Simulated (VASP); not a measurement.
NaCl (rock salt), at 0.96 of the tabulated volume:

```yaml
crystal:
  lattice:
    - [0.00000, 2.78189, 2.78189]
    - [2.78189, 0.00000, 2.78189]
    - [2.78189, 2.78189, 0.00000]
  atoms:
    - { symbol: Na, position: [0.00000, 0.00000, 0.00000] }
    - { symbol: Cl, position: [0.50000, 0.50000, 0.50000] }
```

The lowest empty band near Γ, direction [100], from PBE with spin-orbit coupling in VASP (PAW); its two spin partners are averaged. The gap over the points computed is 5.22 eV, and the next band on that side lies 5.89 eV away at the edge.

Numerical set-up: 400 eV cut-off, 9×9×9 Γ-centred mesh, Gaussian smearing of 0.050 eV, potentials Na_pv Cl.

```json
[
 {"distance from the edge in k (1/Å)": "0.018", "distance in energy (meV)": "3.1"},
 {"distance from the edge in k (1/Å)": "0.025", "distance in energy (meV)": "6.0"},
 {"distance from the edge in k (1/Å)": "0.035", "distance in energy (meV)": "11.8"},
 {"distance from the edge in k (1/Å)": "0.050", "distance in energy (meV)": "24.1"},
 {"distance from the edge in k (1/Å)": "0.070", "distance in energy (meV)": "47.0"}
]
```

Q: Fit E(1 + αE) = ħ²k²/2m* (ħ²/2m0 = 3.810 eV Å²) and predict the row at 0.095 1/Å.

A: The rows don't resolve α, so a parabola serves: the electron mass is m* = 0.397 m0, and so 86.7 meV. The run gave 85.9 meV, -0.8 meV from the fit.

Left out are points under 3 meV from the edge, since the levels carry 0.1 meV, and points farther than half the way to the next band.

The compound is NaCl in the rock salt structure. The cell was not relaxed at this level.
